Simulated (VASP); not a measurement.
Method: PBEsol GGA, VASP's PBE PAW potentials (set 64) (plane waves; VASP).

Input for VASP

### POSCAR
```
Cl
1
    2.7834198953    -0.0000000000     0.0000000000
   -0.0000000000     2.7834198953     0.0000000000
   -0.0000000000    -0.0000000000     2.7834198953
Cl
1
Direct
  0.0000000000   0.0000000000   0.0000000000
```

**INCAR**
```
NELM = 100   # most electronic steps
LREAL = F   # projection in real space or not
LASPH = T
LORBIT = 11   # lm-projected
ENCUT = 400   # plane-wave cut-off (eV)
ISIF = 2   # forces and stress, cell fixed
LWAVE = F
ALGO = Normal   # blocked Davidson
GGA = PS   # PBEsol
SYSTEM = Cl
NEDOS = 601   # DOS grid
ISMEAR = -5   # tetrahedra, Bloechl
EDIFF = 1E-7   # SCF stop (eV)
LCHARG = T
PREC = Accurate
```

### KPOINTS
```
Automatic mesh
0
Gamma
15 15 15
0 0 0
```

POTCAR, in this order: Cl (PBE.64 set). Program: vasp_std.

For a metal the tetrahedron method with Blöchl corrections gives inexact stress and forces.

Problem. What does the run give for the energy per atom (σ→0), band gap (on the k-mesh)?

Solution. 
- energy per atom (σ→0) = -1.425 eV/atom
- band gap (on the k-mesh) = none (metal, semimetal or under 0.01 eV)

File OSZICAR:
```
...
DAV:   6    -0.142432594412E+01   -0.38784E-04   -0.23480E-03  2170   0.361E-01    0.410E+00
DAV:   7    -0.142505267009E+01   -0.72673E-03   -0.29749E-03  1869   0.426E-01    0.892E-02
DAV:   8    -0.142499359154E+01    0.59079E-04   -0.29735E-04  2296   0.124E-01    0.114E-02
DAV:   9    -0.142499594906E+01   -0.23575E-05   -0.26915E-06  2282   0.157E-02    0.462E-03
DAV:  10    -0.142499742467E+01   -0.14756E-05   -0.13351E-06  1995   0.909E-03    0.395E-03
DAV:  11    -0.142499763126E+01   -0.20659E-06   -0.12554E-07  2275   0.291E-03    0.946E-04
DAV:  12    -0.142499763196E+01   -0.69889E-09   -0.68753E-09  1624   0.742E-04
   1 F= -.14249976E+01 E0= -.14249976E+01  d E =0.000000E+00
```

The structure was generated: Cl was put into the simple-cubic type (Pm-3m), which need not be its known phase. It was relaxed first, which changed the volume by -10 %.
